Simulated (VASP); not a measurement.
Consider the following.

```
CELL_PARAMETERS angstrom
      1.60046    -2.77208     0.00000
      1.60046     2.77208     0.00000
      0.00000     0.00000     5.05871
ATOMIC_POSITIONS crystal
  Hf 0.33333 0.66667 0.25000
  Hf 0.66667 0.33333 0.75000
```

Method: PBE GGA, VASP's PBE PAW potentials (set 64) (plane waves; VASP). Numerical set-up: 480 eV cut-off, 12×12×8 Γ-centred mesh, first-order Methfessel-Paxton smearing of 0.10 eV, potentials Hf_pv.

### Question
The ions, cell shape and volume at an external pressure of 2.0 GPa are relaxed. Which structure does the run end with?

### Answer

```
CELL_PARAMETERS angstrom
      1.58976    -2.75354     0.00000
      1.58976     2.75354     0.00000
      0.00000     0.00000     5.03405
ATOMIC_POSITIONS crystal
  Hf 0.33333 0.66667 0.25000
  Hf 0.66667 0.33333 0.75000
```
Space group P6_3/mmc (194), at a tolerance of 0.03 Å.

### Question
How do energy and volume change from the first to the last step?

### Answer
The energy (σ→0) changes by +2.5 meV/atom and the volume by -1.8 %, in 5 ionic steps.

The compound is Hf in the hcp structure. This run relaxes it under an external pressure of 2 GPa. Symmetry was kept, so distortions that lower it aren't found.
